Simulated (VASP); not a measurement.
Data:

```xyz
2
Lattice="2.9100 0.0000 0.0000 0.0000 2.9100 0.0000 0.0000 0.0000 2.9100" Properties=species:S:1:pos:R:3 pbc="T T T"
Al     1.4550     1.4550     1.4550
Fe     0.0000     0.0000     0.0000
```

Level of theory: PBE GGA, VASP's PBE PAW potentials (set 64) (plane waves; VASP). Settings: 300 eV cut-off, 11×11×11 Γ-centred mesh, Fermi-Dirac smearing of 0.10 eV, potentials Al Fe.

At this cut-off the stress carries a Pulay error, which pulls relaxed volumes low.

Problem. Give the stress tensor in GPa (positive for a compressed cell).

Solution. 
```
-6.59   0.00   0.00
 0.00  -6.59   0.00
 0.00   0.00  -6.59
```
The pressure is its mean diagonal, -6.59 GPa.

The structure is a typed FeAl crystal (Pm-3m). The cell was not relaxed at this level. The run is not spin-polarised, so no magnetic state was tried. The electron count is odd and the run is not spin-polarised, which forces a metal.
